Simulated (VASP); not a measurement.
Here is the system:

```
CELL_PARAMETERS angstrom
      1.32545    -2.29575     0.00000
      1.32545     2.29575     0.00000
      0.00000     0.00000     4.82024
ATOMIC_POSITIONS crystal
  Zn 0.33333 0.66667 0.25000
  Zn 0.66667 0.33333 0.75000
```

Calculation: revPBE GGA, VASP's PBE PAW potentials (set 64) (plane waves; VASP). Numerical set-up: 520 eV cut-off, 15×15×8 Γ-centred mesh, first-order Methfessel-Paxton smearing of 0.10 eV, potentials Zn.

Question: The ions and cell shape at fixed volume are relaxed. Which structure does the run end with?

Answer: 
```
CELL_PARAMETERS angstrom
      1.30862    -2.26659     0.00000
      1.30862     2.26659     0.00000
      0.00000     0.00000     4.94503
ATOMIC_POSITIONS crystal
  Zn 0.33333 0.66667 0.25000
  Zn 0.66667 0.33333 0.75000
```
Space group P6_3/mmc (194), at a tolerance of 0.03 Å.

Question: How much energy does the relaxation gain?

Answer: The energy (σ→0) changes by -4.7 meV/atom, in 6 ionic steps.

The compound is Zn in the hcp structure. This cell is one point of a volume scan, at 0.94 of the reference volume. Symmetry was kept, so distortions that lower it aren't found.
